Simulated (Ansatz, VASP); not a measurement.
# KMgF3: VASP beside Ansatz

One calculation is typed for both programs; each brings its own data sets and cutoff. How far apart do they land?

Calculated with Ansatz 0.2.0; plane waves, with VASP 6.6.1 beside it; single point at PBE and single point at LDA.

## 1. Set-up

Symmetry: Pm-3m, No. 221, cubic system. The conventional cell has a = 3.986 Å, b = 3.986 Å, c = 3.986 Å, α = 90.00°, β = 90.00°, γ = 90.00°. Nearest to K lie 12 F at 2.82 Å. Nearest to Mg lie 6 F at 1.99 Å. F has 2 Mg at 1.99 Å and 4 K at 2.82 Å nearest. Farther neighbours and most contacts between anions are not listed.

## 2. Ansatz: single point, PBE

Ansatz runs on its default PAW (the set named soft_2) files.

With cell and atoms fixed, the geometry can't cause a difference; cores, projectors, grids and the points listed under the comparison can.

File input.yaml:

```yaml
crystal:
  lattice:
    - [3.9859, 0.0, 0.0]
    - [0.0, 3.9859, 0.0]
    - [0.0, 0.0, 3.9859]
  atoms:
    - { symbol: K, position: [0.5, 0.5, 0.5] }
    - { symbol: Mg, position: [0.0, 0.0, 0.0] }
    - { symbol: F, position: [0.0, 0.0, 0.5] }
    - { symbol: F, position: [0.0, 0.5, 0.0] }
    - { symbol: F, position: [0.5, 0.0, 0.0] }
hamiltonian:
  xc: pbe
  pseudopotentials: { kind: paw }
kpoints:
  mp_grid: { grid: [7, 7, 7] }
scf:
  occupations: { method: fermi_dirac, width: 0.05 }
  n_extra_bands: 5
output:
  forces: true
  stress: true
  eigenvalues: true
```

On the command line:

```console
$ ansatz run input.yaml --threads 2 --pin off --max-ram 4608MiB --backend cpu --events-out ev --progress --plain --runs-dir out
```

Numbers of over 12 decimals in the logs are rounded to 6 here.

Log:

```text
scf.n_extra_bands = 5 over 20 filled bands (N_el = 40.0): the run solves 25 bands
Engine: ansatz 0.2.0, aarch64-unknown-linux-gnu
Pseudopotentials: kind: paw
Pseudopotential: K, paw, valence charge 9, recommended cutoff 420 eV (normal), K.paw.azcp
Pseudopotential: Mg, paw, valence charge 10, recommended cutoff 420 eV (normal), Mg.paw.azcp
Pseudopotential: F, paw, valence charge 7, recommended cutoff 420 eV (normal), F.paw.azcp
Functional definition: PBE
  parameter kappa = 0.804
  parameter beta = 0.066725
  exchange = pbe_x(kappa = kappa, mu = beta*pi^2/3)
  correlation = pbe_c(beta = beta)
Crystal: 5 atoms, lattice volume = 63.326 Å³
Basis set: ecut = 420 eV, 1237 PW (Γ), exchange–correlation on 54×54×54 points (8 copies of the dense FFT grid, shifted against one another)
Bands: 25, of which v1, the nominal top of the filled ones, is band 20 counted from 1 (19 counted from 0)
Symmetry: 48 space group operations
Space group: Pm-3m (ITA 221), of the structure as read, at distance tolerance 4.0e-5 Å
k-points: 20 of 343
Non-local potential: K, projectors of the file, l = 0: 3, l = 1: 2, l = 2: 2
Non-local potential: Mg, projectors of the file, l = 0: 3, l = 1: 2, l = 2: 1
Non-local potential: F, projectors of the file, l = 0: 2, l = 1: 2, l = 2: 1
PAW form: soft (Blöchl's): semilocal exchange-correlation on the pseudo side does not see the compensation charge
PAW one-centre angular grid: K, 110 points (default); XC on 64 Gauss nodes
PAW one-centre angular grid: Mg, 110 points (default); XC on 64 Gauss nodes
PAW one-centre angular grid: F, 110 points (default); XC on 64 Gauss nodes
Initial density: superposition of atomic densities (neutral atoms: chi_scale 0, normalization atom), corrected by the library's trained network
Initial wavefunctions: pseudopotential atomic-orbital guess
Functional: x = pbe(κ = 0.804, μ = 0.219515), c = pbe(β = 0.066725)
SCF iter   1: F=—  HF=-5894.699678 eV  |F-HF|=—  |Δ(HF+E_count)|=         —  Δρ=4.81e-4  dr2=3.45e-5  ethr=1.77e-3  ⟨swp⟩=6.0  Hψ=2441  notcnv=0
preconditioner: auto → Resta (q_TF=auto, 2.527 Å⁻¹)  ε∞=2.9  [insulator: Δε(μ)=7.361 eV  Ē_g=19.231 eV  σ=0.050 eV  W_gap=1.00  n_scr=18 (ndim 8)  ℏωp=26.4 eV  f_vac=0.032  D(μ)=0.00/eV (n_scr^D=0)  ε∞_Penn≈2.9]
SCF iter   2: F=—  HF=-5894.699393 eV  |F-HF|=—  |Δ(HF+E_count)|=   2.85e-4  Δρ=2.96e-4  dr2=2.13e-5  ethr=8.63e-8  ⟨swp⟩=3.1  Hψ=1304  notcnv=0
SCF iter   3: F=—  HF=-5894.699517 eV  |F-HF|=—  |Δ(HF+E_count)|=   1.23e-4  Δρ=1.41e-4  dr2=6.33e-6  ethr=5.32e-8  ⟨swp⟩=2.0  Hψ=780  notcnv=0  defer=5
SCF iter   4: F=—  HF=-5894.699528 eV  |F-HF|=—  |Δ(HF+E_count)|=   1.14e-5  Δρ=4.06e-5  dr2=7.51e-7  ethr=1.58e-8  ⟨swp⟩=2.0  Hψ=757  notcnv=0  defer=5
SCF iter   5: F=—  HF=-5894.699529 eV  |F-HF|=—  |Δ(HF+E_count)|=   1.04e-6  Δρ=2.44e-5  dr2=2.49e-7  ethr=1.88e-9  ⟨swp⟩=2.1  Hψ=809  notcnv=0  defer=5
SCF iter   6: F=-5894.699529 eV  HF=-5894.699529 eV  |F-HF|=1.15e-9  |Δ(HF+E_count)|=   1.73e-8  Δρ=2.79e-6  dr2=3.61e-9  ethr=2.50e-10  ⟨swp⟩=7.0  Hψ=2189  notcnv=0
SCF 1 converged in 6 iterations: F = -5894.699529 eV  dr2 = 3.61e-9
  greatest PAW one-centre occupation: 1.000 electrons in one spin orbital (limit 2), on the Mg atom at site 1 (counted from 0), in its partial waves of l = 0
SCF converged after 6 iterations
Free energy (F): -5894.699529 eV
Harris-Foulkes:  -5894.699529 eV  (|F-HF|=1.15e-9)
Internal energy: -5894.699529 eV  (E = F + TS)
E sigma→0 (E₀):  -5894.699529 eV
Fermi energy:    6.603934 eV
--- Per-component energies (eV) ---
  E_band       = -499.945986
  E_kinetic    = 956.888789
  E_local      = -3733.150695  (includes V_loc(G=0)·N_el)
  E_nonlocal   = 327.928203
  E_hartree    = 1358.730137
  E_xc         = -407.272965
  E_vxc        = -513.986526  (∫ρ·V_xc dr)
  E_paw        = -1676.191629  (= ΣΔE_a)
  E_vpaw       = -255.090261  (= ΣTr[D̂ρ^β])
  E_aug_tail   = 0.006186  (compensation charges beyond the density's cutoff)
  E_ewald      = -2721.637555
  E_smearing   = -0.000000  (= −TS)
  E_closure    = 0.000000  (closes the sum)
  Σ components = -5894.699529   (vs F -5894.699529, Δ=0.00e0)
--- Forces (eV/Å), atoms counted from 1 ---
  atom   1  K      0.00000000     0.00000000     0.00000000
  atom   2  Mg     0.00000000     0.00000000     0.00000000
  atom   3  F      0.00000000     0.00000000    -0.00000000
  atom   4  F      0.00000000    -0.00000000     0.00000000
  atom   5  F     -0.00000000    -0.00000000    -0.00000000
  max |Σ_I F_I| component: 4.01e-29 eV/Å
--- Stress (GPa, compression-positive) ---
        3.782670      -0.000000       0.000000
        0.000000       3.782670       0.000000
        0.000000       0.000000       3.782670
  P = ⅓ Tr σ = 3.7827 GPa (37.827 kbar)
--- Band table (eV; the first three rows and the last of 20) ---
  k-point 0: bands = [... 16 lower, 2.2270, 2.5304, 2.5304, 2.5304, 10.1856, 12.9408, 12.9408, 15.0659, ... 1 higher]
  k-point 1: bands = [... 16 lower, 2.1848, 2.3373, 2.4906, 2.4906, 10.5442, 13.1223, 13.1566, 15.1572, ... 1 higher]
  k-point 2: bands = [... 16 lower, 2.0869, 2.0869, 2.4028, 2.4028, 11.4659, 13.5481, 13.6043, 15.3863, ... 1 higher]
  k-point 19: bands = [... 16 lower, 1.7000, 2.7861, 2.7861, 2.8179, 13.3589, 13.4859, 13.4859, 16.4882, ... 1 higher]
```

Wall time 1.8 s (2 threads of Arm Neoverse N1, shared host); peak memory 0.31 GiB; 3.2 s of CPU time.

The run ends at a pressure of 3.78 GPa.

## 3. VASP: single point, PBE

The same cell, functional, mesh and smearing now go to VASP, with its own data sets and cutoff.

Lines of VASP's logs that name or quote its potential files are left out, and so is its time.

File INCAR:

```
SYSTEM = KMgF3
PREC = Accurate
ENCUT = 520
EDIFF = 1E-06
NELM = 100
ISMEAR = -1
SIGMA = 0.05
LREAL = .FALSE.
ALGO = Normal
GGA = PE
LORBIT = 11
LWAVE = .FALSE.
LCHARG = .TRUE.
ISIF = 2
LELF = .TRUE.
LVHAR = .TRUE.
```

File POSCAR:

```
KMgF3
1.0
    3.9859000000      0.0000000000      0.0000000000
    0.0000000000      3.9859000000      0.0000000000
    0.0000000000      0.0000000000      3.9859000000
K Mg F
1 1 3
Direct
    0.5000000000      0.5000000000      0.5000000000
    0.0000000000      0.0000000000      0.0000000000
    0.0000000000      0.0000000000      0.5000000000
    0.0000000000      0.5000000000      0.0000000000
    0.5000000000      0.0000000000      0.0000000000
```

File KPOINTS:

```
Automatic mesh
0
Gamma
7 7 7
0 0 0
```

Potentials, in the order of the species: K_sv, Mg and F (PBE family, release 64).

On the command line:

```console
$ mpirun -np 2 vasp_std
```

Log:

```text
[banner, memory and clock lines left out]
running    2 mpi-ranks, on    1 nodes
 distrk:  each k-point on    2 cores,    1 groups
 distr:  one band on    1 cores,    2 groups

 POSCAR found type information on POSCAR K MgF
 POSCAR found :  3 types and       5 ions
 LDA part: xc-table for (Slater+PW92), standard interpolation
 POSCAR, INCAR and KPOINTS ok, starting setup
 FFT: planning ... GRIDC
 FFT: planning ... GRID_SOFT
 FFT: planning ... GRID
 WAVECAR not read
 entering main loop
       N       E                     dE             d eps       ncg     rms          rms(c)
DAV:   1     0.251546736942E+03    0.25155E+03   -0.17910E+04   816   0.154E+03
DAV:   2    -0.139192641716E+02   -0.26547E+03   -0.25659E+03  1088   0.393E+02
DAV:   3    -0.258999837082E+02   -0.11981E+02   -0.11953E+02  1004   0.832E+01
DAV:   4    -0.266218720353E+02   -0.72189E+00   -0.72072E+00  1380   0.117E+01
DAV:   5    -0.266238741803E+02   -0.20021E-02   -0.20021E-02   948   0.673E-01    0.901E+00
DAV:   6    -0.244202300761E+02    0.22036E+01   -0.94954E+00   884   0.229E+01    0.379E+00
DAV:   7    -0.244131657978E+02    0.70643E-02   -0.25324E-01  1068   0.342E+00    0.243E+00
DAV:   8    -0.244141580188E+02   -0.99222E-03   -0.71467E-02   928   0.291E+00    0.293E-01
DAV:   9    -0.244137933690E+02    0.36465E-03   -0.14007E-02   988   0.875E-01    0.119E-01
DAV:  10    -0.244141603218E+02   -0.36695E-03   -0.12293E-03  1072   0.286E-01    0.611E-02
DAV:  11    -0.244141926829E+02   -0.32361E-04   -0.16575E-04   956   0.102E-01    0.298E-02
DAV:  12    -0.244141698137E+02    0.22869E-04   -0.11198E-04   908   0.743E-02    0.183E-03
DAV:  13    -0.244141701981E+02   -0.38440E-06   -0.18535E-06   728   0.114E-02
   1 F= -.24414170E+02 E0= -.24414170E+02  d E =-.729415E-10
```

OUTCAR, selected parts (step 3):

```text
ion  position               nearest neighbor table
   1  0.500  0.500  0.500-   3 2.82   4 2.82   5 2.82   4 2.82   5 2.82   3 2.82   5 2.82   5 2.82
                             3 2.82   4 2.82   4 2.82   3 2.82   2 3.45   2 3.45   2 3.45   2 3.45
   2  0.000  0.000  0.000-   3 1.99   4 1.99   5 1.99   3 1.99   4 1.99   5 1.99   1 3.45   1 3.45
                             1 3.45   1 3.45   1 3.45   1 3.45   1 3.45   1 3.45
   3  0.000  0.000  0.500-   2 1.99   2 1.99   1 2.82   1 2.82   1 2.82   1 2.82
   4  0.000  0.500  0.000-   2 1.99   2 1.99   1 2.82   1 2.82   1 2.82   1 2.82
   5  0.500  0.000  0.000-   2 1.99   2 1.99   1 2.82   1 2.82   1 2.82   1 2.82

  LATTYP: Found a simple cubic cell.
 ALAT       =     3.9859000000

 Subroutine GETGRP returns: Found 48 space group operations
 (whereof 48 operations were pure point group operations)

The static configuration has the point symmetry O_h .

 Found     20 irreducible k-points:

   k-points           NKPTS =     20   k-points in BZ     NKDIM =     20   number of bands    NBANDS=     20

   dimension x,y,z NGX =    30 NGY =   30 NGZ =   30
   dimension x,y,z NGXF=    60 NGYF=   60 NGZF=   60

   ENCUT  =  520.0 eV  38.22 Ry    6.18 a.u.   7.41  7.41  7.41*2*pi/ulx,y,z

   NELECT =      32.0000    total number of electrons

 k-points in reciprocal lattice and weights: Automatic mesh
   0.00000000  0.00000000  0.00000000       0.003
   0.14285714  0.00000000  0.00000000       0.017
   0.28571429  0.00000000  0.00000000       0.017
   0.42857143  0.00000000  0.00000000       0.017
   0.14285714  0.14285714  0.00000000       0.035
   0.28571429  0.14285714  0.00000000       0.070
   0.42857143  0.14285714  0.00000000       0.070
   0.28571429  0.28571429  0.00000000       0.035
   0.42857143  0.28571429  0.00000000       0.070
[...]
0.42857143  0.42857143  0.28571429       0.070
   0.42857143  0.42857143  0.42857143       0.023

 average (electrostatic) potential at core
       1 -34.4578       2 -38.3392       3 -77.5023       4 -77.5023       5 -77.5023

 E-fermi :  -0.5091

 k-point     1 :       0.0000    0.0000    0.0000
  band No.  band energies     occupation
    ...
     12      -2.2234      2.00000
     13      -2.2234      2.00000
     14      -1.9240      2.00000
     15      -1.9240      2.00000
     16      -1.9240      2.00000
     17       5.7035      0.00000
     18       8.4798      0.00000
     19       8.4798      0.00000
     20      10.6359      0.00000

 k-point     2 :       0.1429    0.0000    0.0000
  band No.  band energies     occupation
    ...
     12      -2.2655      2.00000
     13      -2.2655      2.00000
     14      -2.1180      2.00000
     15      -1.9641      2.00000
     16      -1.9641      2.00000
     17       6.0629      0.00000
     18       8.6632      0.00000
     19       8.6972      0.00000
     20      10.7428      0.00000

 k-point     3 :       0.2857    0.0000    0.0000
  band No.  band energies     occupation
    ...
     12      -2.3756      2.00000
     13      -2.3645      2.00000
     14      -2.3645      2.00000
     15      -2.0518      2.00000
     16      -2.0518      2.00000
     17       6.9871      0.00000
     18       9.0943      0.00000
     19       9.1459      0.00000
     20      10.9862      0.00000

  Total        1.3325101      1.3325101      1.3325101     -0.0000000     -0.0000000      0.0000000
  in kB       33.7133483     33.7133483     33.7133483     -0.0000000     -0.0000000      0.0000000
  external PRESSURE =      33.7133483 kB  Pullay stress =       0.0000000 kB

  energy-cutoff  :      520.00
  volume of cell :       63.33
      direct lattice vectors                 reciprocal lattice vectors
     3.985900000  0.000000000  0.000000000     0.250884367  0.000000000  0.000000000
     0.000000000  3.985900000  0.000000000     0.000000000  0.250884367  0.000000000
     0.000000000  0.000000000  3.985900000     0.000000000  0.000000000  0.250884367

 POSITION                                       TOTAL-FORCE (eV/Angst)
 -----------------------------------------------------------------------------------
      1.99295      1.99295      1.99295         0.000000      0.000000      0.000000
      0.00000      0.00000      0.00000         0.000000      0.000000      0.000000
      0.00000      0.00000      1.99295         0.000000      0.000000      0.000000
      0.00000      1.99295      0.00000         0.000000      0.000000      0.000000
      1.99295      0.00000      0.00000         0.000000      0.000000      0.000000
 -----------------------------------------------------------------------------------
    total drift:                                0.000000     -0.000000      0.000000

  FREE ENERGIE OF THE ION-ELECTRON SYSTEM (eV)
  ---------------------------------------------------
  free  energy   TOTEN  =       -24.4141701981 eV

  energy  without entropy=      -24.4141701981  energy(sigma->0) =      -24.41417020

 total charge
# of ion       s       p       d       tot
------------------------------------------
    1        1.956   5.595   0.028   7.580
    2        0.126   0.160   0.079   0.365
    3        1.731   4.411   0.000   6.141
    4        1.731   4.411   0.000   6.141
    5        1.731   4.411   0.000   6.141
--------------------------------------------------
tot          7.274  18.988   0.107  26.368

[... 3 further parts left out ...]
```

At this level the cell is under a pressure of 3.4 GPa, so at these settings it is away from equilibrium.

## 4. Side by side

Known differences besides the potentials themselves: the data sets hold 40 valence electrons in Ansatz (default PAW (the set named soft_2) files) and 32 in VASP; the cutoff is 420 eV in Ansatz and 520 eV in VASP; VASP leaves aspherical gradient terms in its spheres out (LASPH is not set), Ansatz keeps them. Total energies have different zeros and are not compared.

Compared:

```tsv
quantity	Ansatz	VASP	difference
pressure (GPa)	3.78	3.37	+0.41
pressure without Ansatz's Pulay correction (GPa)	3.26	3.37	-0.11
gap on the k mesh (eV)	7.368	7.336	+0.032
```

A gap on the mesh is an upper bound, since the band edges may lie between its points. Ansatz's pressure holds a Pulay correction of 0.52 GPa; VASP's holds none.

(Part 1 of 2 ends here.)

[Lines on the potential files, build, host, timing and source positions are cut from VASP's logs without a mark.]

[Logs are printed without paths, hosts, clocks, repeated set-up lines and the standing remarks that a program may print on its own settings, such as how far it seeks lower states.]

[Hosts, paths, dates, database ids (printed as entryN), source tags and the programs' standing remarks are cut or masked in the printed files.]
